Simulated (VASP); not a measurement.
Method: PBEsol GGA, VASP's PBE PAW potentials (set 64) (plane waves; VASP).

VASP ran on this input.

### POSCAR
```
WS2
1
    3.1464981765     0.0000000000     0.0000000000
   -1.5732490883     2.7249476188     0.0000000000
    0.0000000000     0.0000000000    23.7347304766
W S
2 4
Direct
  0.3333330000   0.6666670000   0.6373153290
  0.6666670000   0.3333330000   0.3626846710
  0.3333330000   0.6666670000   0.2966585664
  0.6666670000   0.3333330000   0.7033414336
  0.6666670000   0.3333330000   0.5712412142
  0.3333330000   0.6666670000   0.4287587858
```

### KPOINTS
```
Automatic mesh
0
Gamma
15 15 2
0 0 0
```

### INCAR
```
ALGO  =  Normal
CSHIFT  =  0.1
EDIFF  =  1E-7
ENCUT  =  400
GGA  =  PS
ISMEAR  =  0
LASPH  =  .True.
LCHARG  =  .False.
LMAXMIX  =  6
LOPTICS  =  .True.
LREAL  =  .False.
LWAVE  =  .False.
NBANDS  =  93
NEDOS  =  1001
NELM  =  100
PREC  =  Accurate
SIGMA  =  0.01
SYSTEM  =  WS2
```

POTCAR, in this order: W_sv S (PBE.64 set). Program: vasp_std.

Output

**OSZICAR**
```
       N       E                     dE             d eps       ncg     rms          rms(c)
DAV:   1     0.450786421741E+03    0.45079E+03   -0.19794E+04 10524   0.412E+02
DAV:   2    -0.250221454658E+02   -0.47581E+03   -0.45456E+03 11620   0.163E+02
DAV:   3    -0.526043206179E+02   -0.27582E+02   -0.26921E+02 12038   0.426E+01
DAV:   4    -0.530982497290E+02   -0.49393E+00   -0.49355E+00 11616   0.565E+00
DAV:   5    -0.531106304730E+02   -0.12381E-01   -0.12380E-01 12136   0.895E-01    0.399E+01
DAV:   6    -0.509123369129E+02    0.21983E+01   -0.17163E+00 11982   0.683E+00    0.167E+01
DAV:   7    -0.506888740223E+02    0.22346E+00   -0.51554E-01 10989   0.297E+00    0.684E+00
DAV:   8    -0.505326277474E+02    0.15625E+00   -0.23361E-01 11126   0.203E+00    0.143E+00
DAV:   9    -0.505217664568E+02    0.10861E-01   -0.43656E-02 11880   0.665E-01    0.523E-01
DAV:  10    -0.505218817461E+02   -0.11529E-03   -0.23195E-03 11848   0.109E-01    0.341E-01
DAV:  11    -0.505216671677E+02    0.21458E-03   -0.20936E-04 11664   0.487E-02    0.152E-01
DAV:  12    -0.505214463879E+02    0.22078E-03   -0.10875E-04 11252   0.279E-02    0.672E-02
DAV:  13    -0.505214738659E+02   -0.27478E-04   -0.17829E-05 11528   0.165E-02    0.241E-02
DAV:  14    -0.505214652933E+02    0.85726E-05   -0.17432E-05 11207   0.942E-03    0.133E-02
DAV:  15    -0.505214800324E+02   -0.14739E-04   -0.11766E-06 11009   0.388E-03    0.136E-02
DAV:  16    -0.505215525099E+02   -0.72477E-04   -0.18032E-06 10653   0.368E-03    0.906E-03
DAV:  17    -0.505215528207E+02   -0.31079E-06   -0.16132E-07 11504   0.106E-03    0.513E-03
DAV:  18    -0.505215967122E+02   -0.43892E-04   -0.59498E-07 11011   0.150E-03    0.353E-03
DAV:  19    -0.505216192514E+02   -0.22539E-04   -0.10889E-07 10611   0.672E-04    0.443E-03
DAV:  20    -0.505216355397E+02   -0.16288E-04   -0.12653E-07 10064   0.724E-04    0.768E-04
DAV:  21    -0.505216389138E+02   -0.33742E-05   -0.19601E-08  9989   0.282E-04    0.110E-03
DAV:  22    -0.505216397487E+02   -0.83484E-06   -0.22367E-09  9435   0.131E-04    0.307E-04
DAV:  23    -0.505216398984E+02   -0.14969E-06   -0.25135E-10  9596   0.487E-05    0.862E-05
DAV:  24    -0.505216399333E+02   -0.34967E-07    0.24490E-12  9430   0.208E-05
   1 F= -.50521640E+02 E0= -.50521640E+02  d E =-.813009E-19
 imaginary and real dielectric function
```

File OUTCAR:
```
------------------------ aborting loop because EDIFF is reached ----------------------------------------
  FORCE on cell =-STRESS in cart. coord.  units (eV):
  Direction    XX          YY          ZZ          XY          YZ          ZX
  --------------------------------------------------------------------------------------
  Total       -0.0031695     -0.0031695     -0.0858349      0.0000000      0.0000000      0.0000000
  in kB       -0.0249537     -0.0249537     -0.6757786      0.0000000      0.0000000      0.0000000
  external PRESSURE =      -0.2418953 kB  Pullay stress =       0.0000000 kB
  volume of cell :      203.50
      direct lattice vectors                 reciprocal lattice vectors
     3.146498177  0.000000000  0.000000000     0.317813628  0.183489766  0.000000000
    -1.573249088  2.724947619  0.000000000     0.000000000  0.366979531  0.000000000
     0.000000000  0.000000000 23.734730477     0.000000000  0.000000000  0.042132351
 POSITION                                       TOTAL-FORCE (eV/Angst)
 -----------------------------------------------------------------------------------
     -0.00000      1.81663     15.12651        -0.000000     -0.000000     -0.007358
      1.57325      0.90831      8.60822         0.000000      0.000000      0.007358
     -0.00000      1.81663      7.04111        -0.000000      0.000000     -0.008100
      1.57325      0.90831     16.69362        -0.000000      0.000000      0.008100
      1.57325      0.90831     13.55826         0.000000     -0.000000     -0.018171
     -0.00000      1.81663     10.17647        -0.000000      0.000000      0.018171
 -----------------------------------------------------------------------------------
    total drift:                                0.000000      0.000000      0.000000
  FREE ENERGIE OF THE ION-ELECTRON SYSTEM (eV)
  ---------------------------------------------------
  free  energy   TOTEN  =       -50.5216399333 eV

  energy  without entropy=      -50.5216399333  energy(sigma->0) =      -50.52163993

 plasma frequency squared (from intraband transitions) (eV^2)
  --------------------------------------------------------------------------------------
       0.000      -0.000       0.000
      -0.000       0.000       0.000
       0.000       0.000       0.000

 plasma frequency squared (from interband transitions, int dw w eps(2)(w)) (eV^2)
  --------------------------------------------------------------------------------------
     297.355       0.000      -0.000       0.000       0.000      -0.000
      -0.000      -0.000     297.355       0.000       0.000      -0.000
       0.000       0.000       0.000       0.000     299.807       0.000
```
(Selected blocks of OUTCAR.)

The cell holds a wide vacuum, so values per volume refer to the whole cell. The dielectric response may not be converged in the k-mesh; for small gaps it tends to come out too large.

The cell is a sheet with vacuum, built from a database entry that may be metastable or hypothetical.
